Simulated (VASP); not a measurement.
```yaml
crystal:
  lattice:
    - [4.20310, 0.00000, 0.00000]
    - [0.00000, 4.20310, 0.00000]
    - [0.00000, 0.00000, 4.20310]
  atoms:
    - { symbol: Cu, position: [0.75000, 0.25000, 0.75000] }
    - { symbol: Cu, position: [0.25000, 0.75000, 0.75000] }
    - { symbol: Cu, position: [0.75000, 0.75000, 0.25000] }
    - { symbol: Cu, position: [0.25000, 0.25000, 0.25000] }
    - { symbol: O, position: [0.00000, 0.00000, 0.00000] }
    - { symbol: O, position: [0.50000, 0.50000, 0.50000] }
```

All values below come from SCAN meta-GGA, VASP's PBE PAW potentials (set 64) (plane waves; VASP 6.6.1). Numerical set-up: 520 eV cut-off, 5×5×5 Γ-centred mesh, Gaussian smearing of 0.050 eV, potentials Cu O.

Problem. Estimate the energy per atom (σ→0), pressure, band gap (on the k-mesh) with the smallest direct gap where there is one.

Solution. 
```yaml
band gap (on the k-mesh): 0.88 eV
smallest direct gap (on the k-mesh): 0.88 eV
energy per atom (σ→0): -12.656 eV/atom
pressure: 4.90 GPa
```

The absolute energy has meaning only against runs of the same code, potentials and settings.

The compound is Cu2O in the cuprite structure. This cell is one point of a volume scan, at 0.97 of the reference volume.
